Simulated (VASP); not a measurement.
Level of theory: LDA (Ceperley-Alder, Perdew-Zunger), VASP's LDA PAW potentials (set 64) (plane waves; VASP).

Input for VASP

### INCAR
```
# general
SYSTEM   =  RuAl
PREC     =  Accurate
ENCUT    =  520
LREAL    =  .FALSE.
LASPH    =  .TRUE.

# electronic loop
EDIFF    =  1E-7
NELM     =  100
ALGO     =  Normal
LMAXMIX  =  4

# smearing
ISMEAR   =  -5

# ions
ISIF     =  2

# output
LWAVE    =  .FALSE.
LCHARG   =  .TRUE.
LORBIT   =  11
NEDOS    =  601
```

File KPOINTS:
```
Automatic mesh
0
Gamma
14 14 14
0 0 0
```

File POSCAR:
```
RuAl
2.9561120
  1.0000001173   0.0000000000   0.0000000000
  0.0000000000   1.0000001173   0.0000000000
  0.0000000000   0.0000000000   1.0000001173
Al Ru
1 1
Cart
  0.5000000587   0.5000000587   0.5000000587
  0.0000000000   0.0000000000   0.0000000000
```

POTCAR, in this order: Al Ru_pv (LDA.64 set). Program: vasp_std.

What VASP printed:

**OSZICAR**
```
       N       E                     dE             d eps       ncg     rms          rms(c)
DAV:   1     0.115812887856E+03    0.11581E+03   -0.93413E+03  2896   0.133E+03
DAV:   2    -0.143925326854E+02   -0.13021E+03   -0.12546E+03  3100   0.356E+02
DAV:   3    -0.168571403311E+02   -0.24646E+01   -0.24224E+01  3448   0.501E+01
DAV:   4    -0.168808080173E+02   -0.23668E-01   -0.23693E-01  3276   0.493E+00
DAV:   5    -0.168814329487E+02   -0.62493E-03   -0.62545E-03  3632   0.667E-01    0.133E+01
DAV:   6    -0.162764920645E+02    0.60494E+00   -0.35052E+00  3044   0.217E+01    0.250E+00
DAV:   7    -0.162020077407E+02    0.74484E-01   -0.27356E-01  3052   0.635E+00    0.232E+00
DAV:   8    -0.161807306539E+02    0.21277E-01   -0.21778E-02  3108   0.133E+00    0.220E-01
DAV:   9    -0.161805441270E+02    0.18653E-03   -0.32449E-04  3488   0.167E-01    0.138E-01
DAV:  10    -0.161805271303E+02    0.16997E-04   -0.31407E-05  3476   0.752E-02    0.107E-02
DAV:  11    -0.161805257258E+02    0.14044E-05   -0.21894E-06  3476   0.201E-02    0.605E-03
DAV:  12    -0.161805259404E+02   -0.21461E-06   -0.65134E-08  1780   0.302E-03    0.350E-04
DAV:  13    -0.161805259645E+02   -0.24043E-07   -0.83517E-09  1580   0.923E-04
   1 F= -.16180526E+02 E0= -.16180526E+02  d E =0.000000E+00
```

**OUTCAR**
```
------------------------ aborting loop because EDIFF is reached ----------------------------------------
  FORCE on cell =-STRESS in cart. coord.  units (eV):
  Direction    XX          YY          ZZ          XY          YZ          ZX
  --------------------------------------------------------------------------------------
  Total       -0.0025345     -0.0025345     -0.0025345      0.0000000     -0.0000000      0.0000000
  in kB       -0.1571936     -0.1571936     -0.1571936      0.0000000     -0.0000000      0.0000000
  external PRESSURE =      -0.1571936 kB  Pullay stress =       0.0000000 kB
  volume of cell :       25.83
      direct lattice vectors                 reciprocal lattice vectors
     2.956112347  0.000000000  0.000000000     0.338282136  0.000000000  0.000000000
     0.000000000  2.956112347  0.000000000     0.000000000  0.338282136  0.000000000
     0.000000000  0.000000000  2.956112347     0.000000000  0.000000000  0.338282136
 POSITION                                       TOTAL-FORCE (eV/Angst)
 -----------------------------------------------------------------------------------
      1.47806      1.47806      1.47806         0.000000      0.000000      0.000000
      0.00000      0.00000      0.00000         0.000000      0.000000      0.000000
 -----------------------------------------------------------------------------------
    total drift:                                0.000000      0.000000      0.000000
  FREE ENERGIE OF THE ION-ELECTRON SYSTEM (eV)
  ---------------------------------------------------
  free  energy   TOTEN  =       -16.1805259645 eV

  energy  without entropy=      -16.1805259645  energy(sigma->0) =      -16.18052596

 total charge

# of ion       s       p       d       tot
------------------------------------------
    1        0.402   0.442   0.000   0.844
    2        0.351   6.261   6.250  12.863
--------------------------------------------------
tot          0.753   6.703   6.250  13.706
```
(Selected blocks of OUTCAR.)

File OUTCAR:
```
 val. band max:       11.0796886001   @ k =   0.4286   0.4286   0.1429

 cond. band min:      10.9756999516   @ k =   0.3571   0.3571   0.2857


 Fermi energy:        11.0075162378

 k-point     1 :       0.0000    0.0000    0.0000
  band No.  band energies     occupation
      1     -30.5503      2.00000
      2     -30.5503      2.00000
      3     -30.5503      2.00000
      4       1.1591      2.00000
      5       7.2375      2.00000
      6       7.2375      2.00000
      7      11.2271     -0.40516
      8      11.2271      0.00000
      9      11.2271      0.00000
     10      17.2268      0.00000
     11      17.2268      0.00000
     12      17.2268      0.00000

 k-point     2 :       0.0714    0.0000    0.0000
  band No.  band energies     occupation
      1     -30.5626      2.00000
      2     -30.5493      2.00000
      3     -30.5493      2.00000
      4       1.2605      2.00000
      5       7.2734      2.00000
      6       7.2770      2.00000
      7      11.0958      0.76778
      8      11.0958      0.40479
      9      11.2401      0.00000
     10      16.7464      0.00000
     11      17.4323      0.00000
     12      17.4323      0.00000

 k-point     3 :       0.1429    0.0000    0.0000
  band No.  band energies     occupation
      1     -30.5969      2.00000
      2     -30.5464      2.00000
      3     -30.5464      2.00000
      4       1.5595      2.00000
      5       7.3671      2.00000
      6       7.3765      2.00000
      7      10.7623      2.03097
      8      10.7623      2.13199
      9      11.2768      0.00000
     10      15.7212      0.00000
     11      17.9887      0.00000
     12      17.9887      0.00000

 k-point     4 :       0.2143    0.0000    0.0000
  band No.  band energies     occupation
      1     -30.6461      2.00000
      2     -30.5422      2.00000
      3     -30.5422      2.00000
      4       2.0415      2.00000
      5       7.4193      2.00000
      6       7.5324      2.00000
...
```

For a metal the tetrahedron method with Blöchl corrections gives inexact stress and forces.

The compound is RuAl in the CsCl type structure. It was relaxed first. The electron count is odd and the run is not spin-polarised, which forces a metal.
